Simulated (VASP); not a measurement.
# From one sheet to two: 1T-TiTe2 monolayer, part 4 of 9

What are the lattice, gap and band positions of 1T-TiTe2 monolayer, and what does a second sheet change?

VASP 6.6.1, plane waves and PAW; the level of theory is named at each step.

So far. Step 3 (A second relaxation): The start already met the threshold, so nothing moved. Step 4 (Potential and states of the slab): The vacuum level lies 5.00 eV above the Fermi level at the upper face; both faces agree, as the slab has next to no dipole.

### 5. The slab in a field, field -0.1

Level of this step: r2SCAN with rVV10, no spin polarisation; plane waves and PAW (Ti, Te) (VASP).

A field across the slab, with the atoms held, gives the electronic response: the dipole changes linearly with the field, and the energy has a linear term from the slab's own dipole and a quadratic one from its polarisability.

Input file INCAR:

```
SYSTEM = TiTe2
PREC = Normal
ENCUT = 350
EDIFF = 1E-06
NELM = 120
ISMEAR = 0
SIGMA = 0.03
LREAL = .FALSE.
ALGO = Normal
METAGGA = R2SCAN
LUSE_VDW = .TRUE.
IVDW_NL = 2
BPARAM = 11.95
CPARAM = 0.0093
LASPH = .TRUE.
NBANDS = 14
LORBIT = 11
LWAVE = .FALSE.
LCHARG = .FALSE.
KPAR = 4
IDIPOL = 3
LDIPOL = .TRUE.
DIPOL = 0.5 0.5 0.5
EFIELD = -0.1
```

Input file POSCAR:

```
TiTe2
1.0
    3.7482642872      0.0000000000      0.0000000000
   -1.8741321436      3.2460920928      0.0000000000
    0.0000000000      0.0000000000     22.0000000000
Ti Te
1 2
Direct
    0.0000000000      0.0000000000      0.5000000000
    0.3333333333      0.6666666667      0.4218579176
    0.6666666667      0.3333333333      0.5781420824
```

Input file KPOINTS:

```
Automatic mesh
0
Gamma
9 9 1
0 0 0
```

The projector-augmented-wave data sets are Ti and Te (PBE family, release 64).

Command:

```sh
$ mpirun -np 4 vasp_std
```

Log:

```text
[... set-up lines as in an earlier step ...]
 entering main loop
       N       E                     dE             d eps       ncg     rms          rms(c)
Total rVV10 correction in eV:      0.6240143    26.1787018
Total rVV10 correction in eV:      0.6240143    26.1787018
Total rVV10 correction in eV:      0.6240143    26.1787018
Total rVV10 correction in eV:      0.6240143    26.1787018
DAV:   1     0.362439030404E+02    0.36244E+02   -0.38068E+03   336   0.583E+02
DAV:   2    -0.608096587695E+02   -0.97054E+02   -0.91299E+02   522   0.140E+02
DAV:   3    -0.692404675087E+02   -0.84308E+01   -0.79569E+01   432   0.475E+01
DAV:   4    -0.695169608622E+02   -0.27649E+00   -0.27527E+00   442   0.988E+00
DAV:   5    -0.695255818275E+02   -0.86210E-02   -0.86208E-02   502   0.184E+00    0.136E+01
Total rVV10 correction in eV:      0.6214939    26.1795390
Total rVV10 correction in eV:      0.6214939    26.1795390
Total rVV10 correction in eV:      0.6214939    26.1795390
Total rVV10 correction in eV:      0.6214939    26.1795390
DAV:   6    -0.671698949237E+02    0.23557E+01   -0.79331E+00   428   0.333E+01    0.129E+01
Total rVV10 correction in eV:      0.6189687    26.1832328
Total rVV10 correction in eV:      0.6189687    26.1832328
Total rVV10 correction in eV:      0.6189687    26.1832328
Total rVV10 correction in eV:      0.6189687    26.1832328
DAV:   7    -0.661880227523E+02    0.98187E+00   -0.14572E+01   386   0.482E+01    0.894E+00
Total rVV10 correction in eV:      0.6160548    26.1811882
Total rVV10 correction in eV:      0.6160548    26.1811882
Total rVV10 correction in eV:      0.6160548    26.1811882
Total rVV10 correction in eV:      0.6160548    26.1811882
DAV:   8    -0.655502147136E+02    0.63781E+00   -0.13235E+00   364   0.100E+01    0.348E+00
Total rVV10 correction in eV:      0.6151021    26.1817327
Total rVV10 correction in eV:      0.6151021    26.1817327
Total rVV10 correction in eV:      0.6151021    26.1817327
Total rVV10 correction in eV:      0.6151021    26.1817327
DAV:   9    -0.654353064288E+02    0.11491E+00   -0.31872E-01   404   0.738E+00    0.148E+00
Total rVV10 correction in eV:      0.6163329    26.1818567
Total rVV10 correction in eV:      0.6163329    26.1818567
Total rVV10 correction in eV:      0.6163329    26.1818567
Total rVV10 correction in eV:      0.6163329    26.1818567
DAV:  10    -0.654393157591E+02   -0.40093E-02   -0.84701E-02   348   0.431E+00    0.893E-01
Total rVV10 correction in eV:      0.6170650    26.1818452
Total rVV10 correction in eV:      0.6170650    26.1818452
Total rVV10 correction in eV:      0.6170650    26.1818452
Total rVV10 correction in eV:      0.6170650    26.1818452
DAV:  11    -0.654309022441E+02    0.84135E-02   -0.18614E-02   384   0.205E+00    0.293E-01
Total rVV10 correction in eV:      0.6179813    26.1816171
Total rVV10 correction in eV:      0.6179813    26.1816171
Total rVV10 correction in eV:      0.6179813    26.1816171
Total rVV10 correction in eV:      0.6179813    26.1816171
DAV:  12    -0.654322725018E+02   -0.13703E-02   -0.25671E-03   378   0.706E-01    0.209E-01
Total rVV10 correction in eV:      0.6193694    26.1811197
Total rVV10 correction in eV:      0.6193694    26.1811197
Total rVV10 correction in eV:      0.6193694    26.1811197
Total rVV10 correction in eV:      0.6193694    26.1811197
DAV:  13    -0.654324792471E+02   -0.20675E-03   -0.16888E-03   354   0.463E-01    0.471E-02
Total rVV10 correction in eV:      0.6199883    26.1807254
Total rVV10 correction in eV:      0.6199883    26.1807254
Total rVV10 correction in eV:      0.6199883    26.1807254
Total rVV10 correction in eV:      0.6199883    26.1807254
DAV:  14    -0.654329947958E+02   -0.51555E-03   -0.36742E-04   360   0.112E-01    0.493E-02
Total rVV10 correction in eV:      0.6209121    26.1799478
Total rVV10 correction in eV:      0.6209121    26.1799478
Total rVV10 correction in eV:      0.6209121    26.1799478
Total rVV10 correction in eV:      0.6209121    26.1799478
DAV:  15    -0.654337292604E+02   -0.73446E-03   -0.30889E-04   354   0.123E-01    0.289E-02
Total rVV10 correction in eV:      0.6212659    26.1795644
Total rVV10 correction in eV:      0.6212659    26.1795644
Total rVV10 correction in eV:      0.6212659    26.1795644
Total rVV10 correction in eV:      0.6212659    26.1795644
DAV:  16    -0.654339355663E+02   -0.20631E-03   -0.42906E-05   378   0.469E-02    0.165E-02
Total rVV10 correction in eV:      0.6215378    26.1792784
Total rVV10 correction in eV:      0.6215378    26.1792784
Total rVV10 correction in eV:      0.6215378    26.1792784
Total rVV10 correction in eV:      0.6215378    26.1792784
DAV:  17    -0.654340858848E+02   -0.15032E-03   -0.18448E-05   378   0.294E-02    0.713E-03
Total rVV10 correction in eV:      0.6218321    26.1789306
Total rVV10 correction in eV:      0.6218321    26.1789306
Total rVV10 correction in eV:      0.6218321    26.1789306
Total rVV10 correction in eV:      0.6218321    26.1789306
DAV:  18    -0.654343688841E+02   -0.28300E-03   -0.42722E-05   372   0.353E-02    0.413E-03
Total rVV10 correction in eV:      0.6218690    26.1788405
Total rVV10 correction in eV:      0.6218690    26.1788405
Total rVV10 correction in eV:      0.6218690    26.1788405
Total rVV10 correction in eV:      0.6218690    26.1788405
DAV:  19    -0.654344619937E+02   -0.93110E-04   -0.80880E-06   414   0.136E-02    0.367E-03
Total rVV10 correction in eV:      0.6218812    26.1787978
Total rVV10 correction in eV:      0.6218812    26.1787978
Total rVV10 correction in eV:      0.6218812    26.1787978
Total rVV10 correction in eV:      0.6218812    26.1787978
DAV:  20    -0.654345026638E+02   -0.40670E-04   -0.17167E-06   342   0.890E-03    0.136E-03
Total rVV10 correction in eV:      0.6218640    26.1787132
Total rVV10 correction in eV:      0.6218640    26.1787132
Total rVV10 correction in eV:      0.6218640    26.1787132
Total rVV10 correction in eV:      0.6218640    26.1787132
DAV:  21    -0.654345599950E+02   -0.57331E-04   -0.66768E-06   366   0.126E-02    0.673E-04
Total rVV10 correction in eV:      0.6218574    26.1786995
Total rVV10 correction in eV:      0.6218574    26.1786995
Total rVV10 correction in eV:      0.6218574    26.1786995
Total rVV10 correction in eV:      0.6218574    26.1786995
DAV:  22    -0.654345653104E+02   -0.53153E-05   -0.39677E-07   356   0.559E-03    0.624E-04
Total rVV10 correction in eV:      0.6218547    26.1786960
Total rVV10 correction in eV:      0.6218547    26.1786960
Total rVV10 correction in eV:      0.6218547    26.1786960
Total rVV10 correction in eV:      0.6218547    26.1786960
DAV:  23    -0.654345669733E+02   -0.16629E-05   -0.22672E-07   258   0.477E-03    0.550E-04
Total rVV10 correction in eV:      0.6218537    26.1786962
Total rVV10 correction in eV:      0.6218537    26.1786962
Total rVV10 correction in eV:      0.6218537    26.1786962
Total rVV10 correction in eV:      0.6218537    26.1786962
DAV:  24    -0.654345670207E+02   -0.47468E-07   -0.19420E-08   324   0.125E-03
Total rVV10 correction in eV:      0.6218513    26.1786989
Total rVV10 correction in eV:      0.6218513    26.1786989
Total rVV10 correction in eV:      0.6218513    26.1786989
Total rVV10 correction in eV:      0.6218513    26.1786989
Total rVV10 correction in eV:      0.6218519    26.1786976
Total rVV10 correction in eV:      0.6218519    26.1786976
Total rVV10 correction in eV:      0.6218519    26.1786976
Total rVV10 correction in eV:      0.6218519    26.1786976
   1 F= -.65434567E+02 E0= -.65433962E+02  d E =-.120979E-02
```

The job ended after 2.1 min (4 MPI ranks of Intel Xeon Platinum 8259CL at 2.50GHz (Skylake/Cascade Lake), shared host; peak memory 1.3 GiB).

From OUTCAR (step 5):

```text
   NELECT =      16.0000    total number of electrons

 dipolmoment           0.000000      0.000000     -0.040589 electrons x Angstroem

 E-fermi :  -1.8353

 k-point     1 :       0.0000    0.0000    0.0000
  band No.  band energies     occupation
    ...
      2     -13.5445      2.00000
      3      -6.3089      2.00000
      4      -3.5916      2.00000
      5      -3.5916      2.00000
      6      -3.3872      2.00000
      7      -1.4267      0.00000
      8      -1.4267      0.00000
      9      -1.2001      0.00000
     10      -0.7410      0.00000
     11      -0.7410      0.00000
    ...

  Total        0.0066089      0.0066089     -0.0188176      0.0000000      0.0000000     -0.0000000
  in kB        0.0395570      0.0395570     -0.1126319      0.0000000      0.0000000     -0.0000000
  external PRESSURE =      -0.0111726 kB  Pullay stress =       0.0000000 kB

 POSITION                                       TOTAL-FORCE (eV/Angst)
 -----------------------------------------------------------------------------------
      0.00000      0.00000     11.00000         0.000000      0.000000      0.013318
     -0.00000      2.16406      9.28087         0.000000     -0.000000     -0.008807
      1.87413      1.08203     12.71913        -0.000000     -0.000000     -0.004512
 -----------------------------------------------------------------------------------
    total drift:                                0.000001     -0.000001      0.000012

  FREE ENERGIE OF THE ION-ELECTRON SYSTEM (eV)
  ---------------------------------------------------
  free  energy   TOTEN  =       -65.4345670207 eV

  energy  without entropy=      -65.4333572267  energy(sigma->0) =      -65.43396212

 vacuum level on the upper side and lower side of the slab         3.848         2.422

[... 8 parts as in an earlier step ...]

[... 9 further parts left out ...]
```

Numbers from this step:

```yaml
electronic_steps: 24
free_energy_toten: -65.4346 eV
energy_at_zero_smearing: -65.4340 eV
dipole_moment: 0, 0, -0.04059 e·Å
```

VASP counts the dipole in electrons times Å, so a positive number points the physical dipole along −c. A positive EFIELD is likewise a physical field along −c.

Energy at zero smearing: -65.43396 eV.

### 6. The slab in a field, field 0.1

INCAR, as its differences from that of step 5:

```diff
@@ -23,2 +23,2 @@
 DIPOL = 0.5 0.5 0.5
-EFIELD = -0.1
+EFIELD = 0.1
```

POSCAR is that of step 5.

KPOINTS is that of step 5.

Command:

```sh
$ mpirun -np 4 vasp_std
```

Log:

```text
[... set-up lines as in an earlier step ...]
 entering main loop
       N       E                     dE             d eps       ncg     rms          rms(c)
Total rVV10 correction in eV:      0.6240143    26.1787018
Total rVV10 correction in eV:      0.6240143    26.1787018
Total rVV10 correction in eV:      0.6240143    26.1787018
Total rVV10 correction in eV:      0.6240143    26.1787018
DAV:   1     0.362291911278E+02    0.36229E+02   -0.38045E+03   336   0.583E+02
DAV:   2    -0.599559613195E+02   -0.96185E+02   -0.89701E+02   484   0.140E+02
DAV:   3    -0.692013803765E+02   -0.92454E+01   -0.87402E+01   448   0.492E+01
DAV:   4    -0.695144155458E+02   -0.31304E+00   -0.31143E+00   446   0.102E+01
DAV:   5    -0.695257161365E+02   -0.11301E-01   -0.11300E-01   524   0.209E+00    0.135E+01
Total rVV10 correction in eV:      0.6214914    26.1795392
Total rVV10 correction in eV:      0.6214914    26.1795392
Total rVV10 correction in eV:      0.6214914    26.1795392
Total rVV10 correction in eV:      0.6214914    26.1795392
[...]
Total rVV10 correction in eV:      0.6218576    26.1787002
DAV:  22    -0.654345651067E+02   -0.46029E-05   -0.33361E-07   334   0.537E-03    0.598E-04
Total rVV10 correction in eV:      0.6218550    26.1786960
Total rVV10 correction in eV:      0.6218550    26.1786960
Total rVV10 correction in eV:      0.6218550    26.1786960
Total rVV10 correction in eV:      0.6218550    26.1786960
DAV:  23    -0.654345669841E+02   -0.18774E-05   -0.26389E-07   260   0.503E-03    0.613E-04
Total rVV10 correction in eV:      0.6218538    26.1786962
Total rVV10 correction in eV:      0.6218538    26.1786962
Total rVV10 correction in eV:      0.6218538    26.1786962
Total rVV10 correction in eV:      0.6218538    26.1786962
DAV:  24    -0.654345670098E+02   -0.25692E-07   -0.19583E-08   342   0.117E-03
Total rVV10 correction in eV:      0.6218512    26.1786989
Total rVV10 correction in eV:      0.6218512    26.1786989
Total rVV10 correction in eV:      0.6218512    26.1786989
Total rVV10 correction in eV:      0.6218512    26.1786989
Total rVV10 correction in eV:      0.6218518    26.1786974
Total rVV10 correction in eV:      0.6218518    26.1786974
Total rVV10 correction in eV:      0.6218518    26.1786974
Total rVV10 correction in eV:      0.6218518    26.1786974
   1 F= -.65434567E+02 E0= -.65433962E+02  d E =-.120980E-02
```

Elapsed: 2.1 min, on 4 MPI ranks; peak memory 1.3 GiB; 8.3 min of CPU time.

Parts of OUTCAR (step 6):

```text
  Total        0.0065795      0.0065795     -0.0188407      0.0000000      0.0000000     -0.0000000
  in kB        0.0393814      0.0393814     -0.1127699      0.0000000      0.0000000     -0.0000000
  external PRESSURE =      -0.0113357 kB  Pullay stress =       0.0000000 kB

 POSITION                                       TOTAL-FORCE (eV/Angst)
 -----------------------------------------------------------------------------------
      0.00000      0.00000     11.00000        -0.000000      0.000000     -0.013318
     -0.00000      2.16406      9.28087         0.000000      0.000000      0.004508
      1.87413      1.08203     12.71913         0.000000     -0.000000      0.008809
 -----------------------------------------------------------------------------------
    total drift:                               -0.000001      0.000001     -0.000014

  FREE ENERGIE OF THE ION-ELECTRON SYSTEM (eV)
  ---------------------------------------------------
  free  energy   TOTEN  =       -65.4345670098 eV

  energy  without entropy=      -65.4333572108  energy(sigma->0) =      -65.43396211

[... 2 parts as in an earlier step ...]

[... 1 further part left out ...]
[key lines of the parts left out:]
E-fermi :  -1.8353
```

Numbers from this step:

```yaml
dipole_moment: 0, 0, 0.04059 e·Å
```

Energy at zero smearing: -65.43396 eV.

(Continued in part 5 of 9.)

[Lines on the potential files, build, host, timing and source positions are cut from VASP's logs without a mark.]

[Logs are printed without paths, hosts, clocks, repeated set-up lines and the standing remarks that a program may print on its own settings, such as how far it seeks lower states.]

[Hosts, paths, dates, database ids (printed as entryN), source tags and the programs' standing remarks are cut or masked in the printed files.]

[Runs that stopped without an error message from VASP are left out.]
